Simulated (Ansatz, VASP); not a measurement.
# Cross-check of Os (Osmium) between VASP and Ansatz

Aim: how closely do two programs agree when they are given the same cell, functional and k mesh? The structure shown is the end of the Ansatz relaxation below.

Program: Ansatz 0.2.0. Level of theory: plane waves, with VASP 6.6.1 beside it; single point at PBEsol. Results are calculated unless marked as measured.

## 1. The structure

It takes space group P6_3/mmc (No. 194, hexagonal). Conventional cell: a = 2.630 Å, b = 2.630 Å, c = 4.175 Å, α = 90.00°, β = 90.00°, γ = 120.00°. Nearest to Os lie 12 Os at 2.58 to 2.63 Å.

## 2. Ansatz: relaxation, PBEsol

Ansatz runs on its PAW soft_1 files.

This run makes the geometry at which the two programs are then compared.

The input, input.yaml:

```yaml
crystal:
  lattice:
    - [2.6305765866, 0.0, 0.0]
    - [-1.3152882933, 2.2781461506, 0.0]
    - [0.0, 0.0, 4.1724072832]
  atoms:
    - { symbol: Os, position: [0.3333333333, 0.6666666667, 0.25] }
    - { symbol: Os, position: [0.6666666667, 0.3333333333, 0.75] }
kpoints:
  mp_grid: { grid: [18, 18, 12] }
hamiltonian:
  xc: pbesol
  pseudopotentials: { kind: paw, azcp: { folder: soft_1 }, xc_functional: pbe }
scf:
  occupations: { method: methfessel_paxton, width: 0.2 }
output:
  forces: true
  stress: true
  eigenvalues: true
relax:
  adjacent_minimum: "off"
  f_tol: 0.001
  max_steps: 60
  cell: { stress_tol: 0.01, fix: [volume] }
```

Launch:

```console
> ansatz run input.yaml --threads 4 --pin off --max-ram 10240MiB --backend cpu --events-out ev --progress --plain --runs-dir out
```

Numbers of over 12 decimals in the logs are rounded to 6 here.

What it wrote:

```text
Engine: ansatz 0.2.0, x86_64-unknown-linux-gnu
Pseudopotentials: kind: paw
Pseudopotential: Os, paw, valence charge 16, recommended cutoff 420 eV (normal), soft_1/Os.paw.azcp
Functional definition: PBEsol
  exchange = pbesol_x
  correlation = pbesol_c
Crystal: 2 atoms, lattice volume = 25.005 Å³
Basis set: ecut = 420 eV, 511 PW (Γ), exchange–correlation on 36×36×60 points (8 copies of the dense FFT grid, shifted against one another)
Bands: 20, of which v1, the nominal top of the filled ones, is band 16 counted from 1 (15 counted from 0)
Symmetry: 24 space group operations
Space group: P63/mmc (ITA 194), of the structure as read, at distance tolerance 2.9e-5 Å
k-points: 259 of 3888
Non-local potential: Os, projectors of the file, l = 0: 3, l = 1: 2, l = 2: 2, l = 3: 1
PAW form: soft (Blöchl's): semilocal exchange-correlation on the pseudo side does not see the compensation charge
PAW frozen core: Os, regenerated for the run's functional, and the local potential with it (the file was generated under x = pbe(κ = 0.804, μ = 0.219515), c = pbe(β = 0.066725))
PAW one-centre angular grid: Os, 590 points (default); XC on 64 Gauss nodes
Initial density: superposition of atomic densities (chi_scale 0.1, normalization cell)
Initial wavefunctions: pseudopotential atomic-orbital guess
Functional: x = pbesol(κ = 0.804, μ = 0.123457), c = pbesol(β = 0.046)
SCF iter   1: F=—  HF=-22504.491219 eV  |F-HF|=—  |Δ(HF+E_count)|=         —  Δρ=6.40e-2  dr2=7.70e-1  ethr=3.10e-3  ⟨swp⟩=5.0  Hψ=20881  notcnv=0
preconditioner: auto → none  [metal: Δε(μ)=0.013 eV  Ē_g=8.159 eV  σ=0.200 eV  W_gap=0.06  n_scr=8 (ndim 8)  ℏωp=29.7 eV  f_vac=0.000  D(μ)=1.06/eV (n_scr^D=8)  sad-step TF]
SCF iter   2: F=—  HF=-22504.283565 eV  |F-HF|=—  |Δ(HF+E_count)|=   2.08e-1  S|Δr|=    0.00e0  Δρ=3.66e-2  dr2=2.40e-1  ethr=2.41e-3  ⟨swp⟩=2.0  Hψ=8143  notcnv=0  defer=30
SCF iter   3: F=—  HF=-22504.198449 eV  |F-HF|=—  |Δ(HF+E_count)|=   8.51e-2  S|Δr|=    0.00e0  Δρ=1.88e-3  dr2=4.83e-4  ethr=7.52e-4  ⟨swp⟩=2.0  Hψ=8156  notcnv=0  defer=33
SCF iter   4: F=—  HF=-22504.198323 eV  |F-HF|=—  |Δ(HF+E_count)|=   1.26e-4  S|Δr|=    0.00e0  Δρ=2.61e-4  dr2=1.16e-5  ethr=1.51e-6  ⟨swp⟩=2.0  Hψ=8145  notcnv=0  defer=33
SCF iter   5: F=—  HF=-22504.198331 eV  |F-HF|=—  |Δ(HF+E_count)|=   7.47e-6  S|Δr|=    0.00e0  Δρ=5.07e-5  dr2=2.97e-7  ethr=3.62e-8  ⟨swp⟩=2.1  Hψ=7494  notcnv=0  defer=36
SCF iter   6: F=-22504.198331 eV  HF=-22504.198331 eV  |F-HF|=7.71e-10  |Δ(HF+E_count)|=   5.46e-8  S|Δr|=    0.00e0  Δρ=7.63e-6  dr2=7.84e-9  ethr=3.13e-10  ⟨swp⟩=5.9  Hψ=21092  notcnv=0
SCF 1 converged in 6 iterations: F = -22504.198331 eV  dr2 = 7.84e-9
  greatest PAW one-centre occupation: 1.000 electrons in one spin orbital (limit 2), on the Os atom at site 1 (counted from 0), in its partial waves of l = 0
relax step   1: F+E_penalty+E_count = -22504.19833095 eV  Δ(F+E_penalty+E_count) = +0.000e0 eV  max|allowed force component| = 2.082e-16 eV/Å  Δτ_max = 0.0000 Å  P = +58.407 GPa  Ω = 25.005 Å³  fix = [volume]  reactions: volume +58.407 GPa  (6 SCF iters, dr2 threshold 1.00e-7 eV, accepted)
[...]
relax step   2: F+E_penalty+E_count = -22504.19830740 eV  Δ(F+E_penalty+E_count) = +2.354e-5 eV  max|allowed force component| = 1.573e-16 eV/Å  Δτ_max = 0.0000 Å  P = +58.366 GPa  Ω = 25.005 Å³  energy of the carried Pulay correction = -3.613e-6 eV  fix = [volume]  (3 SCF iters, dr2 threshold 2.00e-7 eV, rejected (line search))
[...]
relax step   3: F+E_penalty+E_count = -22504.19836149 eV  Δ(F+E_penalty+E_count) = -3.055e-5 eV  max|allowed force component| = 1.342e-16 eV/Å  Δτ_max = 0.0000 Å  P = +58.389 GPa  Ω = 25.005 Å³  energy of the carried Pulay correction = -1.587e-6 eV  fix = [volume]  reactions: volume +58.389 GPa  (6 SCF iters, accepted)
[...]
relax step   4: F+E_penalty+E_count = -22504.19835937 eV  Δ(F+E_penalty+E_count) = +2.123e-6 eV  max|allowed force component| = 1.388e-16 eV/Å  Δτ_max = 0.0000 Å  P = +58.389 GPa  Ω = 25.005 Å³  fix = [volume]  reactions: volume +58.389 GPa  stress off target by 7.70e-4 GPa on what of the cell is left free  SCF on the basis re-selected at this cell (its energy is not comparable with the rows above)  (4 SCF iters)
basis re-selected at this cell: Δ(F+E_penalty+E_count) = +2.123e-6 eV, ΔP = +0.000 GPa vs the last step (what re-selecting the basis moved, of the pressure what is left beyond the Pulay correction that the steps carried, after the strain that the cell walked since its last selection, with what the two solves' SCF thresholds leave and, on support functions, any second-order correction that the steps lacked; it is no m [...]
SCF converged after 4 iterations
Stability not checked: this state was not tested for a lower state beside it, because cold or Methfessel-Paxton smearing, or corrected tetrahedra, fill the levels in a way that the test cannot read (fill_not_monotonic; see scf.lower_state_search)
Free energy (F): -22504.198359 eV
Harris-Foulkes:  -22504.198359 eV  (|F-HF|=3.64e-12)
Internal energy: -22504.198674 eV  (E = F + TS)
E sigma→0 (E₀):  -22504.198438 eV
Entropy (-TS):   0.000315 eV (0.157 meV/atom)
Fermi energy:    29.510107 eV
--- Per-component energies (eV) ---
  E_band       = -30.094406
  E_kinetic    = 998.338849
  E_local      = -1605.936860  (includes V_loc(G=0)·N_el)
  E_nonlocal   = 400.052376
  E_hartree    = 591.014003
  E_xc         = -470.227773
  E_vxc        = -498.566202  (∫ρ·V_xc dr)
  E_paw        = -17831.256951  (= ΣΔE_a)
  E_vpaw       = -506.011534  (= ΣTr[D̂ρ^β])
  E_aug_tail   = 0.000954  (compensation charges beyond the density's cutoff)
  E_ewald      = -4586.679267
  E_core_change = 0.495995  (= ΣΔE_core)
  E_smearing   = 0.000315  (= −TS)
  E_closure    = -0.000000  (closes the sum)
  Σ components = -22504.198359   (vs F -22504.198359, Δ=0.00e0)
--- Forces (eV/Å), atoms counted from 1 ---
  atom   1  Os     0.00000000     0.00000000     0.00000000
  atom   2  Os     0.00000000    -0.00000000     0.00000000
  max |Σ_I F_I| component: 7.40e-17 eV/Å
--- Stress (GPa, compression-positive) ---
       58.388746       0.000000      -0.000000
        0.000000      58.388746       0.000000
       -0.000000       0.000000      58.389902
  P = ⅓ Tr σ = 58.3891 GPa (583.891 kbar)
--- Band table (eV; the first three rows and the last of 259) ---
  k-point 0: bands = [... 12 lower, 26.1379, 26.8904, 26.8904, 27.7263, 27.7263, 29.5620, 31.5084, 31.5084]
  k-point 1: bands = [... 12 lower, 26.0786, 26.8223, 26.8223, 27.8816, 27.8816, 29.2489, 31.5292, 31.5292]
  k-point 2: bands = [... 12 lower, 25.9135, 26.6389, 26.6389, 28.2822, 28.2822, 28.4543, 31.5617, 31.5617]
  k-point 258: bands = [... 12 lower, 25.6285, 25.6285, 27.8521, 27.8521, 31.4603, 31.4603, 39.0460, 39.0460]
--- Relaxed structure (3 steps of the walk, 2 accepted, 1 SCFs on fresh bases) ---
  F+E_penalty+E_count = -22504.19835937 eV   max|allowed force component| = 1.388e-16 eV/Å   (the final SCF, on the basis selected at the relaxed cell)
  cell:  # Å, volume = 25.0046 Å³
    - [2.629843, 0.0, 0.0]
    - [-1.314922, 2.277511, 0.0]
    - [0.0, 0.0, 4.174734]
  atoms:
    - { symbol: Os, position: [0.333333, 0.666667, 0.25] }
    - { symbol: Os, position: [0.666667, 0.333333, 0.750000] }
```

Reading the cycles: dr2 is the Hartree energy of the density residual (eV), the measure of convergence; HF is the Harris–Foulkes estimate of the energy, which meets the free energy F at convergence.

## 3. VASP: single point, PBEsol, pair 1

The same cell, functional, mesh and smearing now go to VASP, with its own data sets.

Lines of VASP's logs that name or quote its potential files are left out, and so is its time.

The input, INCAR:

```
SYSTEM = Os
PREC = Accurate
ENCUT = 600
EDIFF = 1E-06
NELM = 120
ISMEAR = 1
SIGMA = 0.2
LREAL = .FALSE.
ALGO = Normal
GGA = PS
NBANDS = 14
LASPH = .TRUE.
LORBIT = 11
LWAVE = .FALSE.
LCHARG = .FALSE.
ISIF = 2
GGA_COMPAT = .FALSE.
KPAR = 2
```

The input, POSCAR:

```
Os
1.0
    2.6298434270      0.0000000000      0.0000000000
   -1.3149217135      2.2775112157      0.0000000000
    0.0000000000      0.0000000000      4.1747340125
Os
2
Direct
    0.3333333333      0.6666666667      0.2500000000
    0.6666666667      0.3333333333      0.7500000000
```

The input, KPOINTS:

```
Automatic mesh
0
Gamma
18 18 12
0 0 0
```

Potentials, in the order of the species: Os (PBE family, release 64).

Launch:

```console
> mpirun -np 2 vasp_std
```

What it wrote:

```text
[banner, memory and clock lines left out]
running    2 mpi-ranks, on    1 nodes
 distrk:  each k-point on    1 cores,    2 groups
 distr:  one band on    1 cores,    1 groups

 POSCAR found type information on POSCAR Os
 POSCAR found :  1 types and       2 ions
|                                                                             |
|               ----> ADVICE to this user running VASP <----                  |
|                                                                             |
|     You enforced a specific xc type in the INCAR file but a different       |
|     [... a line on the potential file left out ...]
|     I HOPE YOU KNOW WHAT YOU ARE DOING!                                     |
|                                                                             |

 LDA part: xc-table for (Slater+PW92), standard interpolation
 POSCAR, INCAR and KPOINTS ok, starting setup
 FFT: planning ... GRIDC
 FFT: planning ... GRID_SOFT
 FFT: planning ... GRID
 WAVECAR not read
 entering main loop
       N       E                     dE             d eps       ncg     rms          rms(c)
DAV:   1     0.125839615839E+03    0.12584E+03   -0.82962E+03  7252   0.126E+03
DAV:   2    -0.191995430628E+02   -0.14504E+03   -0.12751E+03  7378   0.383E+02
DAV:   3    -0.253253732551E+02   -0.61258E+01   -0.58720E+01  9640   0.714E+01
DAV:   4    -0.253813442612E+02   -0.55971E-01   -0.55868E-01  7876   0.685E+00
DAV:   5    -0.253816568311E+02   -0.31257E-03   -0.31256E-03  9592   0.470E-01    0.310E+01
DAV:   6    -0.243775091630E+02    0.10041E+01   -0.69011E-01  9046   0.722E+00    0.156E+01
DAV:   7    -0.240094993991E+02    0.36801E+00   -0.63628E-01  9118   0.682E+00    0.688E-01
DAV:   8    -0.240021613434E+02    0.73381E-02   -0.10241E-02  7504   0.906E-01    0.320E-01
DAV:   9    -0.240015641592E+02    0.59718E-03   -0.98525E-04  9304   0.337E-01    0.306E-02
DAV:  10    -0.240015344472E+02    0.29712E-04   -0.23018E-05  8478   0.370E-02    0.769E-03
DAV:  11    -0.240015257033E+02    0.87438E-05   -0.18888E-06  7380   0.187E-02    0.217E-03
DAV:  12    -0.240015250634E+02    0.63991E-06   -0.10517E-07  4412   0.336E-03
   1 F= -.24001525E+02 E0= -.24001673E+02  d E =0.445086E-03
```

OUTCAR, selected parts (step 3):

```text
ion  position               nearest neighbor table
   1  0.333  0.667  0.250-   2 2.58   2 2.58   2 2.58   2 2.58   2 2.58   2 2.58
   2  0.667  0.333  0.750-   1 2.58   1 2.58   1 2.58   1 2.58   1 2.58   1 2.58

  LATTYP: Found a hexagonal cell.
 ALAT       =     2.6298434270
 C/A-ratio  =     1.5874458417

 Subroutine GETGRP returns: Found 24 space group operations
 (whereof 12 operations were pure point group operations)

The static configuration has the point symmetry D_3d.
 The point group associated with its full space group is D_6h.

 Found    259 irreducible k-points:

   k-points           NKPTS =    259   k-points in BZ     NKDIM =    259   number of bands    NBANDS=     14

   dimension x,y,z NGX =    24 NGY =   24 NGZ =   36
   dimension x,y,z NGXF=    48 NGYF=   48 NGZF=   72

   ENCUT  =  600.0 eV  44.10 Ry    6.64 a.u.   5.25  5.25  8.34*2*pi/ulx,y,z

   NELECT =      16.0000    total number of electrons

 k-points in reciprocal lattice and weights: Automatic mesh
   0.00000000  0.00000000  0.00000000       0.000
   0.05555556  0.00000000  0.00000000       0.002
   0.11111111  0.00000000  0.00000000       0.002
   0.16666667  0.00000000  0.00000000       0.002
   0.22222222  0.00000000  0.00000000       0.002
   0.27777778  0.00000000  0.00000000       0.002
   0.33333333  0.00000000  0.00000000       0.002
   0.38888889  0.00000000  0.00000000       0.002
   0.44444444  0.00000000  0.00000000       0.002
[...]
0.33333333  0.27777778  0.50000000       0.003
   0.33333333  0.33333333  0.50000000       0.001

 average (electrostatic) potential at core
       1 -41.3205       2 -41.3205

 E-fermi :  11.1122

 k-point     1 :       0.0000    0.0000    0.0000
  band No.  band energies     occupation
    ...
      6       8.4826      2.00000
      7       8.4826      2.00000
      8       9.3228      2.00000
      9       9.3228      2.00000
     10      11.1112      1.00809
     11      13.1120     -0.00000
     12      13.1120     -0.00000
     13      21.4972      0.00000
     14      25.0790      0.00000

 k-point     2 :       0.0556    0.0000    0.0000
  band No.  band energies     occupation
    ...
      6       8.3886      2.00000
      7       8.6055      2.00000
      8       9.1342      2.00000
      9       9.2117      2.00000
     10      10.4385      2.00002
     11      13.1934     -0.00000
     12      13.9956     -0.00000
     13      21.5037      0.00000
     14      25.3970      0.00000

 k-point     3 :       0.1111    0.0000    0.0000
  band No.  band energies     occupation
    ...
      6       8.4004      2.00000
      7       8.4993      2.00000
      8       8.9196      2.00000
      9       8.9688      2.00000
     10       9.7177      2.00000
     11      13.3986     -0.00000
     12      15.5284      0.00000
     13      21.4807      0.00000
     14      26.2849      0.00000

  Total        9.5464594      9.5464594      9.5326826     -0.0000000     -0.0000000      0.0000000
  in kB      611.6932445    611.6932445    610.8104892     -0.0000000     -0.0000000      0.0000000
  external PRESSURE =     611.3989927 kB  Pullay stress =       0.0000000 kB

  energy-cutoff  :      600.00
  volume of cell :       25.00
      direct lattice vectors                 reciprocal lattice vectors
     2.629843427  0.000000000  0.000000000     0.380250775  0.219537887  0.000000000
    -1.314921713  2.277511216  0.000000000     0.000000000  0.439075774  0.000000000
     0.000000000  0.000000000  4.174734013     0.000000000  0.000000000  0.239536219

 POSITION                                       TOTAL-FORCE (eV/Angst)
 -----------------------------------------------------------------------------------
     -0.00000      1.51834      1.04368        -0.000000     -0.000000      0.000000
      1.31492      0.75917      3.13105         0.000000      0.000000      0.000000
 -----------------------------------------------------------------------------------
    total drift:                               -0.000000      0.000000     -0.000000

  FREE ENERGIE OF THE ION-ELECTRON SYSTEM (eV)
  ---------------------------------------------------
  free  energy   TOTEN  =       -24.0015250634 eV

  energy  without entropy=      -24.0019701491  energy(sigma->0) =      -24.00167343

 total charge
# of ion       s       p       d       tot
------------------------------------------
    1        0.734   0.952   6.248   7.934
    2        0.734   0.952   6.248   7.934
--------------------------------------------------
tot          1.468   1.905  12.496  15.869

[... 3 further parts left out ...]
```

The run ends at a pressure of 61.14 GPa.

## 4. Comparison

Known differences besides the potentials themselves: the data sets hold 32 valence electrons in Ansatz (on its PAW soft_1 files) and 16 in VASP; the cutoff is 420 eV in Ansatz and 600 eV in VASP; Ansatz makes its cores anew for this functional, VASP keeps those of its PBE data sets; Ansatz's pressure holds a Pulay correction, VASP's none. Total energies have different zeros and are not compared.

The two programs side by side:

| quantity | Ansatz | VASP | difference |
| --- | --- | --- | --- |
| pressure (GPa) | 58.39 | 61.14 | -2.75 |

## 5. Ansatz: relaxation, PBEsol

This run makes the geometry at which the two programs are then compared. The cell compared in this pair holds 25.56 Å³, against 25.00 Å³ for the pair before.

The structure compared here is the end of the Ansatz relaxation.

Changes to input.yaml since step 2:

```diff
@@ -2,5 +2,5 @@
   lattice:
-    - [2.6305765866, 0.0, 0.0]
-    - [-1.3152882933, 2.2781461506, 0.0]
-    - [0.0, 0.0, 4.1724072832]
+    - [2.6506774131, 0.0, 0.0]
+    - [-1.3253387066, 2.295553977, 0.0]
+    - [0.0, 0.0, 4.2006854125]
   atoms:
```

Launch:

```console
> ansatz run input.yaml --threads 4 --pin off --max-ram 10240MiB --backend cpu --events-out ev --progress --plain --runs-dir out
```

What it wrote:

```text
[...]
Crystal: 2 atoms, lattice volume = 25.560 Å³
Basis set: ecut = 420 eV, 525 PW (Γ), exchange–correlation on 36×36×60 points (8 copies of the dense FFT grid, shifted against one another)
Bands: 20, of which v1, the nominal top of the filled ones, is band 16 counted from 1 (15 counted from 0)
Symmetry: 24 space group operations
[...]
k-points: 259 of 3888
[...]
k-point 258: bands = [... 12 lower, 24.9650, 24.9650, 27.1639, 27.1639, 30.6482, 30.6482, 38.0492, 38.0492]
--- Relaxed structure (3 steps of the walk, 2 accepted, 1 SCFs on fresh bases) ---
[...]
cell:  # Å, volume = 25.5602 Å³
    - [2.649920, 2.885928674396625e-11, 0]
    - [-1.324960, 2.294898, 0]
    - [0.0, 0, 4.203088]
  atoms:
    - { symbol: Os, position: [0.333333, 0.666667, 0.250000] }
    - { symbol: Os, position: [0.666667, 0.333333, 0.75] }
[key lines of the parts left out:]
SCF converged after 4 iterations
Free energy (F): -22504.375260 eV
Fermi energy:    28.761656 eV
P = ⅓ Tr σ = 43.8977 GPa (438.977 kbar)
```

## 6. VASP: single point, PBEsol, pair 2

The same cell, functional, mesh and smearing now go to VASP, with its own data sets.

INCAR is that of step 3.

The input, POSCAR:

```
Os
1.0
    2.6499197561      0.0000000000      0.0000000000
   -1.3249598781      2.2948978268      0.0000000000
    0.0000000000      0.0000000000      4.2030878503
Os
2
Direct
    0.3333333333      0.6666666667      0.2500000000
    0.6666666667      0.3333333333      0.7500000000
```

KPOINTS is that of step 3.

Launch:

```console
> mpirun -np 2 vasp_std
```

What it wrote:

```text
[banner, memory and clock lines left out]
running    2 mpi-ranks, on    1 nodes
[...]
[... a notice as in an earlier step ...]

 LDA part: xc-table for (Slater+PW92), standard interpolation
 POSCAR, INCAR and KPOINTS ok, starting setup
[...]
entering main loop
       N       E                     dE             d eps       ncg     rms          rms(c)
DAV:   1     0.122423079268E+03    0.12242E+03   -0.82740E+03  7252   0.125E+03
DAV:   2    -0.194684431739E+02   -0.14189E+03   -0.12534E+03  7390   0.379E+02
DAV:   3    -0.255374423812E+02   -0.60690E+01   -0.57989E+01  9550   0.700E+01
DAV:   4    -0.255961090041E+02   -0.58667E-01   -0.58379E-01  7990   0.701E+00
[...]
DAV:  10    -0.241869596904E+02    0.77095E-05   -0.34301E-05  8896   0.457E-02    0.768E-03
DAV:  11    -0.241869462007E+02    0.13490E-04   -0.28455E-06  8250   0.214E-02    0.148E-03
DAV:  12    -0.241869454687E+02    0.73205E-06   -0.82626E-08  4430   0.359E-03
   1 F= -.24186945E+02 E0= -.24187097E+02  d E =0.454181E-03
```

OUTCAR, selected parts (step 6):

```text
  Total        7.3483272      7.3483272      7.3350255     -0.0000000     -0.0000000      0.0000000
  in kB      460.6112316    460.6112316    459.7774494     -0.0000000     -0.0000000      0.0000000
  external PRESSURE =     460.3333042 kB  Pullay stress =       0.0000000 kB

 POSITION                                       TOTAL-FORCE (eV/Angst)
 -----------------------------------------------------------------------------------
     -0.00000      1.52993      1.05077         0.000000      0.000000      0.000000
      1.32496      0.76497      3.15232        -0.000000     -0.000000      0.000000
 -----------------------------------------------------------------------------------
    total drift:                               -0.000000      0.000000     -0.000000

  FREE ENERGIE OF THE ION-ELECTRON SYSTEM (eV)
  ---------------------------------------------------
  free  energy   TOTEN  =       -24.1869454687 eV

  energy  without entropy=      -24.1873996496  energy(sigma->0) =      -24.18709686

[... 1 part as in an earlier step ...]

[... 2 further parts left out ...]
[key lines of the parts left out:]
E-fermi :  10.7444
```

The run ends at a pressure of 46.03 GPa.

(Part 1 of 2 ends here.)

[Lines on the potential files, build, host, timing and source positions are cut from VASP's logs without a mark.]

[Logs are printed without paths, hosts, clocks, repeated set-up lines and the standing remarks that a program may print on its own settings, such as how far it seeks lower states.]

[Hosts, paths, dates, database ids (printed as entryN), source tags and the programs' standing remarks are cut or masked in the printed files.]
